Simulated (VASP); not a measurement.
Input for VASP

**INCAR**
```
SYSTEM = SrO
PREC = Accurate
ENCUT = 520
EDIFF = 1E-6
NELM = 100
ALGO = Normal
LREAL = .FALSE.
LASPH = .TRUE.
ISMEAR = 0
SIGMA = 0.05
GGA = PE
LMAXMIX = 4
LWAVE = .FALSE.
LCHARG = .FALSE.
ISIF = 2
```

File POSCAR:
```
SrO
1
    2.6316000000     0.0000000000     2.6316000000
    0.0000000000     2.6316000000     2.6316000000
    2.6316000000     2.6316000000     0.0000000000
Sr O
1 1
Direct
  0.0000000000   0.0000000000   0.0000000000
  0.5000000000   0.5000000000   0.5000000000
```

**KPOINTS**
```
Automatic mesh
0
Gamma
7 7 7
0 0 0
```

POTCAR, in this order: Sr_sv O (PBE.64 set). Program: vasp_std.

What happens when VASP runs on this input?

There is a fault: the lattice vectors form a left-handed set. VASP stops with an error: ERROR: the triple product of the basis vectors is negative exchange two basis vectors ----> I REFUSE TO CONTINUE WITH THIS SICK JOB ... BYE!!! <----

### standard output
```
 -----------------------------------------------------------------------------
|                                                                             |
|     EEEEEEE  RRRRRR   RRRRRR   OOOOOOO  RRRRRR      ###     ###     ###     |
|     E        R     R  R     R  O     O  R     R     ###     ###     ###     |
|     E        R     R  R     R  O     O  R     R     ###     ###     ###     |
|     EEEEE    RRRRRR   RRRRRR   O     O  RRRRRR       #       #       #      |
|     E        R   R    R   R    O     O  R   R                               |
|     E        R    R   R    R   O     O  R    R      ###     ###     ###     |
|     EEEEEEE  R     R  R     R  OOOOOOO  R     R     ###     ###     ###     |
|                                                                             |
|     ERROR: the triple product of the basis vectors is negative exchange     |
|     two basis vectors                                                       |
|                                                                             |
|       ---->  I REFUSE TO CONTINUE WITH THIS SICK JOB ... BYE!!! <----       |
|                                                                             |
 -----------------------------------------------------------------------------
```

To mend it, correct POSCAR.
POSCAR:
```
SrO
1
    0.0000000000     2.6316000000     2.6316000000
    2.6316000000     0.0000000000     2.6316000000
    2.6316000000     2.6316000000     0.0000000000
Sr O
1 1
Direct
  0.0000000000   0.0000000000   0.0000000000
  0.5000000000   0.5000000000   0.5000000000
```
The mended run (PBE GGA, plane waves, VASP's PBE PAW potentials (set 64)) converges, and its OSZICAR ends with
```
   1 F= -.12045912E+02 E0= -.12045912E+02  d E =-.164765E-16
```

The compound is SrO in the rock salt structure. The cell was not relaxed at this level.
